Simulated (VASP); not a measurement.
Consider the following.

```xyz
1
Lattice="0.0000 3.2869 3.2869 3.2869 0.0000 3.2869 3.2869 3.2869 0.0000" Properties=species:S:1:pos:R:3 pbc="T T T"
K      0.0000     0.0000     0.0000
```

Method: PBEsol GGA, VASP's PBE PAW potentials (set 64) (plane waves; VASP). Run with 400 eV cut-off, Gaussian smearing of 0.050 eV, potentials K_sv.

Task: Give the energies of bands 5 to 7 at the high-symmetry points, in eV from the Fermi level.

Result: 
```csv
band,Γ,X,U,L,W
5,-2.24,0.87,1.18,0.29,1.40
6,4.22,1.39,1.56,0.53,1.72
7,4.22,2.30,1.67,4.00,1.72
```

It has no gap at this level: it comes out as a metal or semimetal.

The structure was generated: K was put into the fcc type (Fm-3m), which need not be its known phase. It was relaxed first.
